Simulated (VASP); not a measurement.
Computed with LDA (Ceperley-Alder, Perdew-Zunger), VASP's LDA PAW potentials (set 64) (plane waves; VASP 6.6.1).

A VASP calculation is set up with these files.

**POSCAR**
```
CeO2
1
    0.0000000000     2.6809034849     2.6809034849
    2.6809034849     0.0000000000     2.6809034849
    2.6809034849     2.6809034849     0.0000000000
Ce O
1 2
Direct
  0.0000000000   0.0000000000   0.0000000000
  0.2500000000   0.2500000000   0.2500000000
  0.7500000000   0.7500000000   0.7500000000
```

KPOINTS:
```
kpoints
0
gamma
10 10 10
0 0 0
```

### INCAR
```
ALGO = Normal
EDIFF = 1E-8
ENCUT = 520
IBRION = 8
ISMEAR = 0
LASPH = .TRUE.
LCHARG = .FALSE.
LEPSILON = .TRUE.
LMAXMIX = 6
LREAL = .FALSE.
LWAVE = .FALSE.
NELM = 100
NSW = 1
PREC = Accurate
SIGMA = 0.01
SYSTEM = CeO2
```

POTCAR, in this order: Ce O (LDA.64 set). Program: vasp_std.

Output of the run:

OSZICAR:
```
...
RMM:  20    -0.761160270289E+00   -0.40834E-05   -0.14700E-06  7833   0.427E-03    0.289E-02
RMM:  21    -0.761171413804E+00   -0.11144E-04   -0.17691E-06  7606   0.391E-03    0.355E-02
RMM:  22    -0.761176862201E+00   -0.54484E-05   -0.74255E-07  8190   0.294E-03    0.357E-02
RMM:  23    -0.761186689297E+00   -0.98271E-05   -0.86417E-07  7705   0.262E-03    0.360E-02
RMM:  24    -0.761189514017E+00   -0.28247E-05   -0.26655E-07  7361   0.228E-03    0.260E-02
RMM:  25    -0.761185282836E+00    0.42312E-05   -0.29598E-07  7916   0.168E-03    0.218E-02
RMM:  26    -0.761185979471E+00   -0.69664E-06   -0.17093E-07  7402   0.160E-03    0.139E-02
RMM:  27    -0.761188541327E+00   -0.25619E-05   -0.20499E-07  7209   0.131E-03    0.838E-03
RMM:  28    -0.761187026399E+00    0.15149E-05   -0.14316E-07  7341   0.121E-03    0.119E-03
RMM:  29    -0.761187915749E+00   -0.88935E-06   -0.35233E-08  7535   0.831E-04    0.828E-04
RMM:  30    -0.761188166844E+00   -0.25109E-06   -0.66319E-08  7117   0.685E-04    0.726E-04
RMM:  31    -0.761189247994E+00   -0.10812E-05   -0.37543E-08  6829   0.606E-04    0.477E-04
RMM:  32    -0.761189814035E+00   -0.56604E-06   -0.27860E-08  6364   0.498E-04    0.295E-04
RMM:  33    -0.761189654475E+00    0.15956E-06   -0.51700E-09  5047   0.409E-04    0.322E-04
RMM:  34    -0.761189955551E+00   -0.30108E-06   -0.19438E-08  4866   0.357E-04    0.149E-04
RMM:  35    -0.761190091583E+00   -0.13603E-06   -0.77954E-09  4575   0.309E-04    0.198E-04
RMM:  36    -0.761190130024E+00   -0.38441E-07   -0.34216E-09  4222   0.269E-04    0.148E-04
RMM:  37    -0.761190175611E+00   -0.45587E-07   -0.10374E-09  4200   0.237E-04    0.197E-04
RMM:  38    -0.761190206938E+00   -0.31327E-07   -0.34610E-09  3837   0.209E-04    0.170E-04
 Linear response to external field, progress :
  Direction:   2
       N       E                     dE             d eps       ncg     rms          rms(c)
RMM:   1    -0.446419545754E+00   -0.44642E+00   -0.84614E-01  4935   0.226E+01
RMM:   2    -0.746756584993E+00   -0.30034E+00   -0.22085E-01  5252   0.334E+00    0.134E+00
RMM:   3    -0.749467457087E+00   -0.27109E-02   -0.44336E-02  5817   0.120E+00    0.896E-01
RMM:   4    -0.756241051284E+00   -0.67736E-02   -0.19387E-02  6140   0.105E+00    0.586E-01
RMM:   5    -0.758769219196E+00   -0.25282E-02   -0.71150E-03  7573   0.359E-01    0.360E-01
RMM:   6    -0.759561580883E+00   -0.79236E-03   -0.18297E-03  7832   0.196E-01    0.335E-01
RMM:   7    -0.760215932304E+00   -0.65435E-03   -0.67845E-04  8084   0.111E-01    0.194E-01
RMM:   8    -0.761129334767E+00   -0.91340E-03   -0.50716E-04  7867   0.874E-02    0.176E-01
RMM:   9    -0.761078786629E+00    0.50548E-04   -0.17406E-04  7684   0.665E-02    0.203E-01
RMM:  10    -0.760954071297E+00    0.12472E-03   -0.12794E-04  8303   0.412E-02    0.196E-01
 Linear response to external field, progress :
  Direction:   3
       N       E                     dE             d eps       ncg     rms          rms(c)
RMM:   1    -0.446419500258E+00   -0.44642E+00   -0.84614E-01  4930   0.226E+01
RMM:   2    -0.746752548064E+00   -0.30033E+00   -0.22083E-01  5251   0.334E+00    0.134E+00
RMM:   3    -0.749465960289E+00   -0.27134E-02   -0.44340E-02  5811   0.120E+00    0.896E-01
RMM:   4    -0.756238159766E+00   -0.67722E-02   -0.19396E-02  6142   0.105E+00    0.586E-01
RMM:   5    -0.758766252812E+00   -0.25281E-02   -0.71074E-03  7580   0.360E-01    0.360E-01
RMM:   6    -0.759558297185E+00   -0.79204E-03   -0.18341E-03  7840   0.196E-01    0.335E-01
RMM:   7    -0.760211631700E+00   -0.65333E-03   -0.68052E-04  8090   0.112E-01    0.193E-01
RMM:   8    -0.761132842702E+00   -0.92121E-03   -0.49667E-04  7861   0.881E-02    0.180E-01
RMM:   9    -0.761079513123E+00    0.53330E-04   -0.18202E-04  7694   0.669E-02    0.200E-01
RMM:  10    -0.760952759991E+00    0.12675E-03   -0.12968E-04  8307   0.416E-02    0.195E-01
 Linear response DOF=           2
 Linear response progress:
  Degree of freedom:   1/  2
       N       E                     dE             d eps       ncg     rms          rms(c)
RMM:   1    -0.323807519009E+00   -0.32381E+00   -0.14817E-01  6063   0.947E+00
RMM:   2    -0.335906578658E+00   -0.12099E-01   -0.77810E-02  6228   0.197E+00    0.132E+00
RMM:   3    -0.338661170044E+00   -0.27546E-02   -0.18090E-02  7354   0.635E-01    0.814E-01
RMM:   4    -0.340455026590E+00   -0.17939E-02   -0.35301E-03  7880   0.312E-01    0.851E-02
RMM:   5    -0.341044762617E+00   -0.58974E-03   -0.27499E-03  8297   0.183E-01    0.975E-02
RMM:   6    -0.341389445471E+00   -0.34468E-03   -0.11743E-03  8290   0.123E-01    0.715E-02
RMM:   7    -0.341418476357E+00   -0.29031E-04   -0.72999E-04  8202   0.900E-02    0.149E-01
RMM:   8    -0.341501202968E+00   -0.82727E-04   -0.37535E-04  7590   0.703E-02    0.133E-01
RMM:   9    -0.341642347987E+00   -0.14115E-03   -0.20088E-04  7302   0.569E-02    0.177E-01
RMM:  10    -0.341780000690E+00   -0.13765E-03   -0.14223E-04  7989   0.447E-02    0.113E-01
RMM:  11    -0.341883340920E+00   -0.10334E-03   -0.80851E-05  7613   0.372E-02    0.766E-02
RMM:  12    -0.341916240449E+00   -0.32900E-04   -0.53225E-05  8409   0.258E-02    0.559E-02
RMM:  13    -0.341956843845E+00   -0.40603E-04   -0.32285E-05  8223   0.202E-02    0.560E-02
RMM:  14    -0.342064398196E+00   -0.10755E-03   -0.23835E-05  7362   0.207E-02    0.634E-02
RMM:  15    -0.342165204389E+00   -0.10081E-03   -0.15538E-05  7589   0.173E-02    0.952E-02
RMM:  16    -0.342184810862E+00   -0.19606E-04   -0.10095E-05  8215   0.117E-02    0.125E-01
RMM:  17    -0.342185148771E+00   -0.33791E-06   -0.67261E-06  8590   0.870E-03    0.140E-01
RMM:  18    -0.342189049062E+00   -0.39003E-05   -0.38461E-06  8493   0.693E-03    0.131E-01
RMM:  19    -0.342206505449E+00   -0.17456E-04   -0.26978E-06  7672   0.629E-03    0.124E-01
 Linear response progress:
  Degree of freedom:   2/  2
       N       E                     dE             d eps       ncg     rms          rms(c)
RMM:   1    -0.370749003167E+00   -0.37075E+00    0.17093E-01 11848   0.425E+00
RMM:   2    -0.357405774855E+00    0.13343E-01   -0.23117E-02  9115   0.114E+00    0.122E+01
RMM:   3    -0.359996647501E+00   -0.25909E-02   -0.51839E-03 10617   0.376E-01    0.788E+00
RMM:   4    -0.362382698900E+00   -0.23861E-02   -0.12628E-03  9683   0.301E-01    0.112E+00
RMM:   5    -0.361895791602E+00    0.48691E-03   -0.40421E-04 11579   0.102E-01    0.129E-01
RMM:   6    -0.361786263727E+00    0.10953E-03   -0.94374E-05 13656   0.394E-02    0.913E-02
RMM:   7    -0.361720284143E+00    0.65980E-04   -0.19801E-05 14293   0.206E-02    0.507E-02
RMM:   8    -0.361725736699E+00   -0.54526E-05   -0.68543E-06 14565   0.128E-02    0.329E-02
RMM:   9    -0.361742348117E+00   -0.16611E-04   -0.37163E-06 15126   0.733E-03    0.398E-02
RMM:  10    -0.361749540162E+00   -0.71920E-05   -0.69384E-07 14093   0.580E-03    0.790E-02
RMM:  11    -0.361752614492E+00   -0.30743E-05   -0.35075E-07 13611   0.471E-03    0.245E-02
RMM:  12    -0.361754273304E+00   -0.16588E-05   -0.44014E-07 14441   0.414E-03    0.106E-02
RMM:  13    -0.361753466483E+00    0.80682E-06    0.33986E-08 14151   0.278E-03    0.172E-02
RMM:  14    -0.361753140747E+00    0.32574E-06   -0.59457E-08 15114   0.155E-03    0.700E-03
RMM:  15    -0.361751824802E+00    0.13159E-05   -0.44654E-08 15272   0.979E-04    0.427E-03
RMM:  16    -0.361750507781E+00    0.13170E-05    0.99446E-09 15148   0.702E-04    0.486E-03
RMM:  17    -0.361750433727E+00    0.74054E-07   -0.20021E-09 15541   0.476E-04    0.533E-03
RMM:  18    -0.361750426953E+00    0.67743E-08    0.97923E-09 15620   0.324E-04    0.541E-03
 Linear response finished
```

### OUTCAR
```
------------------------ aborting loop because EDIFF is reached ----------------------------------------

 HEAD OF MICROSCOPIC STATIC DIELECTRIC TENSOR (INDEPENDENT PARTICLE, excluding Hartree and local field effects)
 ------------------------------------------------------
           8.207295    -0.000000    -0.000000
           0.000000     8.207295     0.000000
           0.000000    -0.000000     8.207295
 ------------------------------------------------------

 MACROSCOPIC STATIC DIELECTRIC TENSOR (including local field effects in DFT)
 ------------------------------------------------------
           7.963328    -0.000000     0.000000
          -0.000000     7.963328     0.000000
          -0.000000    -0.000000     7.963328
 ------------------------------------------------------

 PIEZOELECTRIC TENSOR (including local field effects)  for field in x, y, z        (e  Angst)
          XX          YY          ZZ          XY          YZ          ZX
  --------------------------------------------------------------------------------
  x     0.00000     0.00000     0.00000     0.00000     0.00000     0.00000
  y     0.00000     0.00000     0.00000     0.00000     0.00000     0.00000
  z     0.00000     0.00000     0.00000     0.00000     0.00000     0.00000

 PIEZOELECTRIC TENSOR (including local field effects)  for field in x, y, z        (C/m^2)
          XX          YY          ZZ          XY          YZ          ZX
  --------------------------------------------------------------------------------
  x     0.00000     0.00000     0.00000     0.00000     0.00000     0.00000
  y     0.00000     0.00000     0.00000     0.00000     0.00000     0.00000
  z     0.00000     0.00000     0.00000     0.00000     0.00000     0.00000

 BORN EFFECTIVE CHARGES (including local field effects) (in |e|, cummulative output)
 ---------------------------------------------------------------------------------
 ion    1
    1     5.79932     0.00000     0.00000
    2    -0.00000     5.79932     0.00000
    3     0.00000     0.00000     5.79932
 ion    2
    1    -2.89966     0.00000    -0.00000
    2    -0.00000    -2.89966     0.00000
    3     0.00000     0.00000    -2.89966
 ion    3
    1    -2.89966     0.00000    -0.00000
    2    -0.00000    -2.89966     0.00000
    3     0.00000     0.00000    -2.89966

   1 f  =   13.298429 THz    83.556493 2PiTHz  443.587840 cm-1    54.997858 meV
             X         Y         Z           dx          dy          dz
      0.000000  0.000000  0.000000    -0.000000   -0.000000    0.000000
      1.340452  1.340452  1.340452     0.661153   -0.250751    0.000000
      4.021355  4.021355  4.021355    -0.661153    0.250751   -0.000000

   2 f  =   13.298429 THz    83.556493 2PiTHz  443.587840 cm-1    54.997858 meV
             X         Y         Z           dx          dy          dz
      0.000000  0.000000  0.000000     0.000000    0.000000    0.000000
      1.340452  1.340452  1.340452    -0.250751   -0.661153    0.000000
      4.021355  4.021355  4.021355     0.250751    0.661153    0.000000

   3 f  =   13.298429 THz    83.556493 2PiTHz  443.587840 cm-1    54.997858 meV
             X         Y         Z           dx          dy          dz
      0.000000  0.000000  0.000000     0.000000    0.000000    0.000000
      1.340452  1.340452  1.340452     0.000000    0.000000   -0.707107
      4.021355  4.021355  4.021355    -0.000000   -0.000000    0.707107

   4 f  =    8.836464 THz    55.521140 2PiTHz  294.752706 cm-1    36.544662 meV
             X         Y         Z           dx          dy          dz
      0.000000  0.000000  0.000000     0.012922    0.035830    0.429566
      1.340452  1.340452  1.340452    -0.019116   -0.053006   -0.635481
      4.021355  4.021355  4.021355    -0.019116   -0.053006   -0.635481

   5 f  =    8.836464 THz    55.521140 2PiTHz  294.752706 cm-1    36.544662 meV
             X         Y         Z           dx          dy          dz
      0.000000  0.000000  0.000000     0.282198    0.324160   -0.035527
      1.340452  1.340452  1.340452    -0.417471   -0.479549    0.052557
      4.021355  4.021355  4.021355    -0.417471   -0.479549    0.052557

   6 f  =    8.836464 THz    55.521140 2PiTHz  294.752706 cm-1    36.544662 meV
             X         Y         Z           dx          dy          dz
      0.000000  0.000000  0.000000     0.325845   -0.282159    0.013733
      1.340452  1.340452  1.340452    -0.482041    0.417414   -0.020316
      4.021355  4.021355  4.021355    -0.482041    0.417414   -0.020316

   7 f/i=    0.000628 THz     0.003944 2PiTHz    0.020939 cm-1     0.002596 meV
             X         Y         Z           dx          dy          dz
      0.000000  0.000000  0.000000     0.045553    0.096457    0.895904
      1.340452  1.340452  1.340452     0.015396    0.032601    0.302802
      4.021355  4.021355  4.021355     0.015396    0.032601    0.302802

   8 f/i=    0.000628 THz     0.003944 2PiTHz    0.020939 cm-1     0.002596 meV
             X         Y         Z           dx          dy          dz
      0.000000  0.000000  0.000000     0.770328   -0.469562    0.011387
      1.340452  1.340452  1.340452     0.260359   -0.158705    0.003849
      4.021355  4.021355  4.021355     0.260359   -0.158705    0.003849

   9 f/i=    0.000628 THz     0.003944 2PiTHz    0.020939 cm-1     0.002596 meV
             X         Y         Z           dx          dy          dz
      0.000000  0.000000  0.000000     0.467485    0.764350   -0.106063
      1.340452  1.340452  1.340452     0.158003    0.258338   -0.035848
      4.021355  4.021355  4.021355     0.158003    0.258338   -0.035848

 MACROSCOPIC STATIC DIELECTRIC TENSOR IONIC CONTRIBUTION
 ------------------------------------------------------
          18.971351    -0.000000    -0.000000
          -0.000000    18.971351     0.000000
          -0.000000     0.000000    18.971351
 ------------------------------------------------------

 ELASTIC MODULI CONTR FROM IONIC RELAXATION (kBar)
 Direction    XX          YY          ZZ          XY          YZ          ZX
 --------------------------------------------------------------------------------
 XX          -0.0000     -0.0000      0.0000     -0.0000      0.0000      0.0000
...
```
(Selected blocks of OUTCAR.)

File OUTCAR:
```
 val. band max:        5.2524737080   @ k =  -0.3000   0.3000   0.0000

 cond. band min:       7.2149351613   @ k =   0.5000   0.0000   0.0000


 Fermi energy:         5.3406873432

 k-point     1 :       0.0000    0.0000    0.0000
  band No.  band energies     occupation
      1     -26.8664      2.00000
      2     -10.8224      2.00000
      3      -9.8321      2.00000
      4      -9.0476      2.00000
      5      -9.0476      2.00000
      6      -9.0476      2.00000
      7       1.1711      2.00000
      8       1.1711      2.00000
      9       1.1711      2.00000
     10       4.5697      2.00000
     11       4.5697      2.00000
     12       4.5697      2.00000
     13       7.5527      0.00000
     14       7.5527      0.00000
     15       7.5527      0.00000
     16       7.8581      0.00000

 k-point     2 :       0.1000    0.0000    0.0000
  band No.  band energies     occupation
      1     -26.8431      2.00000
      2     -11.2345      2.00000
      3      -9.9200      2.00000
      4      -9.0762      2.00000
      5      -9.0762      2.00000
      6      -8.6296      2.00000
      7       1.2713      2.00000
      8       1.2713      2.00000
      9       1.4514      2.00000
     10       4.4737      2.00000
     11       4.5316      2.00000
     12       4.5316      2.00000
     13       7.5422      0.00000
     14       7.5422      0.00000
     15       7.5537      0.00000
     16       7.8710      0.00000

 k-point     3 :       0.2000    0.0000    0.0000
  band No.  band energies     occupation
      1     -26.7821      2.00000
      2     -11.9486      2.00000
      3     -10.1657      2.00000
      4      -9.1495      2.00000
      5      -9.1495      2.00000
      6      -7.8584      2.00000
      7       1.5255      2.00000
      8       1.5255      2.00000
      9       2.1662      2.00000
     10       4.2725      2.00000
     11       4.4495      2.00000
     12       4.4495      2.00000
     13       7.5083      0.00000
...
```

The dielectric response may not be converged in the k-mesh; for small gaps it tends to come out too large.

The compound is CeO2 in the fluorite structure. It was relaxed first. The run is not spin-polarised, so no magnetic state was tried.
